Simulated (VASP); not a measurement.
A convergence study with VASP on Co (hcp): one setting is varied, all else stays as given below, so the limit is that of these other settings. The cell's lengths are 1 % over those of the tabulated start and one atom is moved, so it is off equilibrium.

```
CELL_PARAMETERS angstrom
      1.26755    -2.19546     0.00000
      1.26755     2.19546     0.00000
      0.00000     0.00000     4.11070
ATOMIC_POSITIONS crystal
  Co 0.33333 0.66667 0.25000
  Co 0.69057 0.35724 0.75000
```
Starting moments (μB, in the order of the record's atoms Co Co): 1.8 1.8.

Calculation: LDA (Ceperley-Alder, Perdew-Zunger), VASP's LDA PAW potentials (set 64) (plane waves; VASP). The tightest run used: 600 eV cut-off, 18×18×10 Γ-centred mesh, first-order Methfessel-Paxton smearing of 0.10 eV, potentials Co.

```json
[
 {"setting": "ENCUT = 150", "E (eV/atom)": "-3.2988", "pressure (GPa)": "-624.52", "largest force (eV/Å)": "0.475", "moment (μB)": "0.000", "plane waves": "116"},
 {"setting": "ENCUT = 250", "E (eV/atom)": "-7.9598", "pressure (GPa)": "-38.78", "largest force (eV/Å)": "0.104", "moment (μB)": "3.177", "plane waves": "218"},
 {"setting": "ENCUT = 350", "E (eV/atom)": "-7.9900", "pressure (GPa)": "-27.28", "largest force (eV/Å)": "0.109", "moment (μB)": "3.180", "plane waves": "360"}
]
```

Question: These are the cheaper rows. Estimate the results at ENCUT = 600, and how far the last row shown lies from them.

Answer: 
```csv
quantity,tightest run,last row shown is off by
E (eV/atom),-7.9828,-0.0072
pressure (GPa),-26.99,-0.30
largest force (eV/Å),0.109,0.000
moment (μB),3.179,0.001
```

Left out are rungs that failed or repeat a setting and relaxations that didn't move; long series are thinned to 24 rows.

The compound is Co in the hcp structure. The cell was not relaxed at this level, it is distorted from the ideal structure.
